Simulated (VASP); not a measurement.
```yaml
crystal:
  lattice:
    - [0.00000, 2.39700, 2.39700]
    - [2.39700, 0.00000, 2.39700]
    - [2.39700, 2.39700, 0.00000]
  atoms:
    - { symbol: Zr, position: [0.00000, 0.00000, 0.00000] }
    - { symbol: C, position: [0.50000, 0.50000, 0.50000] }
```

Method: PBE GGA, VASP's PBE PAW potentials (set 64) (plane waves; VASP 6.6.1). Settings: 520 eV cut-off, 12×12×12 Γ-centred mesh, first-order Methfessel-Paxton smearing of 0.50 eV, potentials Zr_sv C.

Task: Give the stress tensor in GPa (positive for a compressed cell).

Result: 
```
-10.54    0.00    0.00
  0.00  -10.54    0.00
  0.00    0.00  -10.54
```
The pressure is its mean diagonal, -10.54 GPa.

The compound is ZrC in the rock salt structure. The cell was not relaxed at this level. The run is one of a series of settings (SIGMA = 0.5 against the base run), some of them coarse on purpose.
